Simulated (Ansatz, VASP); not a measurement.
# KLiB2: VASP beside Ansatz, part 2 of 2

Aim: how closely do two programs agree when they are given the same cell, functional and k mesh? The cell is generated by rule, not measured, and may not be a known phase. The cell is taken from a series of runs on this material, whose earlier steps may have relaxed, scaled, displaced or heated it; both programs get it as it stands.

VASP 6.6.1 and Ansatz 0.2.0.

So far: Set-up; VASP: zone-centre phonons, PBE with D3(BJ).

The structure was built from a prototype and need not be the compound's stable phase.

### 3. Ansatz: zone-centre phonons, PBE with D3(BJ)

Level of this step: Ansatz beside VASP: Kohn-Sham DFT, plane waves, PBE with D3(BJ) (Ansatz).

Ansatz runs on its default PAW (the set named soft_2) files.

The same cell, functional, mesh and smearing now go to Ansatz, which takes its cutoff from its data sets.

File input.yaml:

```yaml
crystal:
  lattice:
    - [3.140850791, 0.0, 0.0]
    - [0.0, 5.8607927126, 0.0]
    - [0.0, 0.0, 7.3013906222]
  atoms:
    - { symbol: Li, position: [0.0, 0.5609019697, 0.2986624969] }
    - { symbol: Li, position: [0.0, 0.4390980303, 0.7986624969] }
    - { symbol: K, position: [0.5, 0.1266887243, 0.152125572] }
    - { symbol: K, position: [0.5, 0.8733112757, 0.652125572] }
    - { symbol: B, position: [0.0, 0.6787775557, 0.0217100876] }
    - { symbol: B, position: [0.0, 0.3212224443, 0.5217100876] }
    - { symbol: B, position: [0.5, 0.650988398, 0.0275018436] }
    - { symbol: B, position: [0.5, 0.349011602, 0.5275018436] }
kpoints:
  mp_grid: { grid: [10, 6, 4] }
hamiltonian:
  xc: pbe
  dispersion: d3bj
scf:
  occupations: { method: methfessel_paxton, width: 0.15 }
output:
  eigenvalues: true
phonons:
  method: dfpt
```

Launch:

```console
$ ansatz run input.yaml --threads 8 --pin off --max-ram 14336MiB --backend cpu --events-out ev --progress --plain --runs-dir out
```

Numbers of over 12 decimals in the logs are rounded to 6 here.

What it wrote:

```text
zone centre: on kpoints.mp_grid the ground state, and the responses unless they are solved on pairs of k-points, stand on 84 of the mesh's 240 k-points, reduced under 2 symmetry operations, with k and −k counted as one. Each operation leaves every solved displacement unchanged or reverses it
Engine: ansatz 0.2.0, aarch64-unknown-linux-gnu
Pseudopotentials: kind: paw
Pseudopotential: Li, paw, valence charge 3, recommended cutoff 420 eV (normal), Li.paw.azcp
Pseudopotential: K, paw, valence charge 9, recommended cutoff 420 eV (normal), K.paw.azcp
Pseudopotential: B, paw, valence charge 3, recommended cutoff 420 eV (normal), B.paw.azcp
Functional definition: PBE
  parameter kappa = 0.804
  parameter beta = 0.066725
  exchange = pbe_x(kappa = kappa, mu = beta*pi^2/3)
  correlation = pbe_c(beta = beta)
Crystal: 8 atoms, lattice volume = 134.403 Å³
Basis set: ecut = 420 eV, 2617 PW (Γ), exchange–correlation on 48×80×100 points (8 copies of the dense FFT grid, shifted against one another)
Bands: 26, of which v1, the nominal top of the filled ones, is band 18 counted from 1 (17 counted from 0)
Symmetry: 4 space group operations
k-points: 84 of 240 (irreducible under 2 space group operations, time reversal used)
Non-local potential: Li, projectors of the file, l = 0: 3, l = 1: 2, l = 2: 1
Non-local potential: K, projectors of the file, l = 0: 3, l = 1: 2, l = 2: 2
Non-local potential: B, projectors of the file, l = 0: 2, l = 1: 2, l = 2: 1
PAW form: soft (Blöchl's): semilocal exchange-correlation on the pseudo side does not see the compensation charge
PAW one-centre angular grid: Li, 110 points (default); XC on 64 Gauss nodes
PAW one-centre angular grid: K, 110 points (default); XC on 64 Gauss nodes
PAW one-centre angular grid: B, 110 points (default); XC on 64 Gauss nodes
Initial density: superposition of atomic densities (neutral atoms: chi_scale 0, normalization atom), corrected by the library's trained network
Initial wavefunctions: pseudopotential atomic-orbital guess
Functional: x = pbe(κ = 0.804, μ = 0.219515), c = pbe(β = 0.066725)
SCF iter   1: F=—  HF=-4109.432619 eV  |F-HF|=—  |Δ(HF+E_count)|=         —  Δρ=3.03e-3  dr2=2.71e-2  ethr=1.77e-3  ⟨swp⟩=8.4  Hψ=12067  notcnv=0
preconditioner: auto → Kerker (q_TF=auto, 2.190 Å⁻¹)  [metal: Δε(μ)=0.043 eV  Ē_g=12.086 eV  σ=0.150 eV  W_gap=0.24  n_scr=22 (ndim 8)  ℏωp=16.9 eV  f_vac=0.000  D(μ)=1.23/eV (n_scr^D=4)]
SCF iter   2: F=—  HF=-4109.430863 eV  |F-HF|=—  |Δ(HF+E_count)|=   1.76e-3  S|Δr|=    0.00e0  Δρ=1.91e-3  dr2=1.28e-2  ethr=7.52e-5  ⟨swp⟩=1.1  Hψ=2878  notcnv=0
SCF iter   3: F=—  HF=-4109.431843 eV  |F-HF|=—  |Δ(HF+E_count)|=   9.80e-4  S|Δr|=    0.00e0  Δρ=7.21e-4  dr2=2.43e-3  ethr=3.57e-5  ⟨swp⟩=2.0  Hψ=2320  notcnv=0
SCF iter   4: F=—  HF=-4109.432217 eV  |F-HF|=—  |Δ(HF+E_count)|=   3.74e-4  S|Δr|=    0.00e0  Δρ=2.86e-4  dr2=2.51e-4  ethr=6.75e-6  ⟨swp⟩=2.5  Hψ=2796  notcnv=0
SCF iter   5: F=—  HF=-4109.432262 eV  |F-HF|=—  |Δ(HF+E_count)|=   4.49e-5  S|Δr|=    0.00e0  Δρ=6.12e-5  dr2=7.45e-6  ethr=6.98e-7  ⟨swp⟩=2.9  Hψ=3235  notcnv=0
SCF iter   6: F=—  HF=-4109.432263 eV  |F-HF|=—  |Δ(HF+E_count)|=   8.54e-7  S|Δr|=    0.00e0  Δρ=2.27e-5  dr2=1.36e-6  ethr=2.07e-8  ⟨swp⟩=2.3  Hψ=3200  notcnv=0
SCF iter   7: F=—  HF=-4109.432262 eV  |F-HF|=—  |Δ(HF+E_count)|=   5.04e-7  S|Δr|=    0.00e0  Δρ=6.55e-6  dr2=1.36e-7  ethr=3.76e-9  ⟨swp⟩=2.2  Hψ=2583  notcnv=0
SCF iter   8: F=—  HF=-4109.432262 eV  |F-HF|=—  |Δ(HF+E_count)|=   3.29e-8  S|Δr|=    0.00e0  Δρ=2.32e-6  dr2=1.74e-8  ethr=3.78e-10  ⟨swp⟩=2.0  Hψ=3113  notcnv=0
SCF iter   9: F=—  HF=-4109.432262 eV  |F-HF|=—  |Δ(HF+E_count)|=   7.27e-9  S|Δr|=    0.00e0  Δρ=8.18e-7  dr2=2.38e-9  ethr=4.84e-11  ⟨swp⟩=2.0  Hψ=2423  notcnv=0
SCF iter  10: F=—  HF=-4109.432262 eV  |F-HF|=—  |Δ(HF+E_count)|=  5.34e-10  S|Δr|=    0.00e0  Δρ=2.64e-7  dr2=1.65e-10  ethr=6.60e-12  ⟨swp⟩=2.0  Hψ=3147  notcnv=0
SCF iter  11: F=-4109.432262 eV  HF=-4109.432262 eV  |F-HF|=5.46e-12  |Δ(HF+E_count)|=  4.37e-11  S|Δr|=    0.00e0  Δρ=6.61e-8  dr2=9.75e-12  ethr=1.00e-12  ⟨swp⟩=10.5  Hψ=12688  notcnv=0
SCF 1 converged in 11 iterations: F = -4109.432262 eV  dr2 = 9.75e-12
  greatest PAW one-centre occupation: 1.000 electrons in one spin orbital (limit 2), on the Li atom at site 1 (counted from 0), in its partial waves of l = 0
DFPT response loops at Γ: preconditioner auto → Kerker (q_TF=auto, 2.190 Å⁻¹) (partly filled bands, converged f_vac=0.003); β = 1.00, the filter's whole step (`scf.mixing.beta` (0.50) is not read by the response loops under this deck's `scf.mixing.preconditioner`; to damp them name `kerker` or `kerker_dos`, under which they read `scf.mixing.beta`, and type it under 1.00, their step now; both keys bind the ground state too); Broyden in place of MSR1
SCF converged after 11 iterations
Stability not checked: this state was not tested for a lower state beside it, because cold or Methfessel-Paxton smearing, or corrected tetrahedra, fill the levels in a way that the test cannot read (fill_not_monotonic; see scf.lower_state_search)
Free energy (F): -4109.432262 eV
Harris-Foulkes:  -4109.432262 eV  (|F-HF|=5.46e-12)
Internal energy: -4109.432056 eV  (E = F + TS)
E sigma→0 (E₀):  -4109.432211 eV
Entropy (-TS):   -0.000207 eV (-0.026 meV/atom)
Fermi energy:    5.182754 eV
Step filling:    the computed levels leave a gap of 0.0310 eV = 0.2 smearing widths at the electron count; against every level under it full and every level over it empty, smearing changes F+E_penalty+E_count by -0.515 meV and its σ→0 estimate by -0.464 meV
--- Per-component energies (eV) ---
  E_band       = -375.284761
  E_kinetic    = 742.266610
  E_local      = -1563.052384  (includes V_loc(G=0)·N_el)
  E_nonlocal   = 8.817585
  E_hartree    = 519.176937
  E_xc         = -418.372122
  E_vxc        = -507.279569  (∫ρ·V_xc dr)
  E_paw        = -1920.631522  (= ΣΔE_a)
  E_vpaw       = -94.390932  (= ΣTr[D̂ρ^β])
  E_aug_tail   = 0.000006  (compensation charges beyond the density's cutoff)
  E_ewald      = -1476.124422
  E_disp       = -1.512744  (pairwise vdW)
  E_smearing   = -0.000207  (= −TS)
  E_closure    = 0.000000  (closes the sum)
  Σ components = -4109.432262   (vs F -4109.432262, Δ=0.00e0)
--- Band table (eV; the first three rows and the last of 84) ---
  k-point 0: bands = [... 14 lower, 2.1086, 2.3242, 2.4075, 2.4126, 5.2902, 6.2481, 8.0917, 8.2317, ... 4 higher]
  k-point 1: bands = [... 14 lower, 2.0977, 2.1827, 2.3807, 2.4319, 5.5742, 6.1307, 8.0269, 8.1290, ... 4 higher]
  k-point 2: bands = [... 14 lower, 2.0719, 2.0719, 2.4303, 2.4303, 5.9478, 5.9478, 7.9633, 7.9633, ... 4 higher]
  k-point 83: bands = [... 14 lower, 4.4869, 4.4869, 5.0163, 5.0163, 5.3666, 5.3666, 6.2088, 6.2088, ... 4 higher]
--- Phonons (Γ-DFPT): 12 representative perturbations + reference, on 84 of 240 k-points (Σ response iterations 38) ---
  k mesh reduced under 2 symmetry operations, with k and −k counted as one. Each operation leaves every solved displacement unchanged or reverses it
  ASR residual: 2.082e-3 → 0.000e0 eV/Å²; symmetrization residual: 1.141e-6 eV/Å²
  pairwise dispersion correction: d3bj (s6 = 1.0, s8 = 0.7875, a1 = 0.4289, a2_bohr = 4.4407), with the weights of each atom's references fixed at the reference crystal's, and the forces and stress that the weights' published response gives there kept as a pressure on the atom's counted neighbours (hamiltonian.dispersion)
  ASR residual per site (eV/Å²): 1.00e-5 1.00e-5 2.08e-3 2.08e-3 2.69e-5 2.69e-5 1.74e-5 1.74e-5
  Γ frequencies (cm⁻¹): 0.00 0.00 0.00 39.10 52.46 57.33 104.13 114.10 114.39 146.06 153.51 201.35 230.16 273.19 308.80 322.82 393.68 437.90 489.80 530.64 575.15 658.27 1192.87 1264.23
  non-analytic LO–TO correction: not included (Born effective charges unavailable; polar crystals: no LO–TO splitting at Γ)
```

### 4. Differences

Known differences besides the potentials themselves: the cutoff is 420 eV in Ansatz and 750 eV in VASP; Ansatz takes the dispersion share of the force constants at frozen C6 weights, VASP differentiates the full forces; VASP uses finite displacements, Ansatz perturbation theory. Total energies have different zeros and are not compared.

Both answers:

```csv
quantity,Ansatz,VASP,difference
optical mode 1 (cm⁻¹),39.1,38.2,+0.9
optical mode 2 (cm⁻¹),52.5,52.3,+0.31 %
optical mode 3 (cm⁻¹),57.3,57.1,+0.38 %
optical mode 4 (cm⁻¹),104.1,104.1,-0.01 %
optical mode 5 (cm⁻¹),114.1,110.5,+3.22 %
optical mode 6 (cm⁻¹),114.4,114.1,+0.26 %
optical mode 7 (cm⁻¹),146.1,142.8,+2.29 %
optical mode 8 (cm⁻¹),153.5,154.1,-0.41 %
optical mode 9 (cm⁻¹),201.3,202.3,-0.47 %
optical mode 10 (cm⁻¹),230.2,230.9,-0.32 %
optical mode 11 (cm⁻¹),273.2,273.4,-0.07 %
optical mode 12 (cm⁻¹),308.8,307.4,+0.47 %
optical mode 13 (cm⁻¹),322.8,321.8,+0.30 %
optical mode 14 (cm⁻¹),393.7,393.7,+0.00 %
optical mode 15 (cm⁻¹),437.9,438.1,-0.03 %
optical mode 16 (cm⁻¹),489.8,490.7,-0.19 %
optical mode 17 (cm⁻¹),530.6,532.4,-0.34 %
optical mode 18 (cm⁻¹),575.1,575.7,-0.09 %
optical mode 19 (cm⁻¹),658.3,659.3,-0.16 %
optical mode 20 (cm⁻¹),1192.9,1197.7,-0.40 %
optical mode 21 (cm⁻¹),1264.2,1268.2,-0.31 %
```

Modes are paired by rising frequency, not by their patterns, so a pair may set unlike modes beside each other; they are those without the splitting of longitudinal modes.

### 5. What came out

| Item | Value |
| --- | --- |
| r.m.s. difference of the optical zone-centre modes, each program's sorted by frequency (zone-centre phonons, PBE with D3(BJ)) | 1.9 cm⁻¹ |
| difference in optical mode 5 (zone-centre phonons, PBE with D3(BJ)) | +3.2 % |

In words: The r.m.s. difference of the optical zone-centre modes, each program's sorted by frequency is 1.9 cm⁻¹ (zone-centre phonons, PBE with D3(BJ)). Among the rows given in per cent, the largest difference of the zone-centre phonons, PBE with D3(BJ) pair is in optical mode 5, +3.2 %. Such differences can come from data sets, numerical settings and the points named under the comparisons, not from the functional's error against experiment.

[Lines on the potential files, build, host, timing and source positions are cut from VASP's logs without a mark.]

[Logs are printed without paths, hosts, clocks, repeated set-up lines and the standing remarks that a program may print on its own settings, such as how far it seeks lower states.]

[Hosts, paths, dates, database ids (printed as entryN), source tags and the programs' standing remarks are cut or masked in the printed files.]
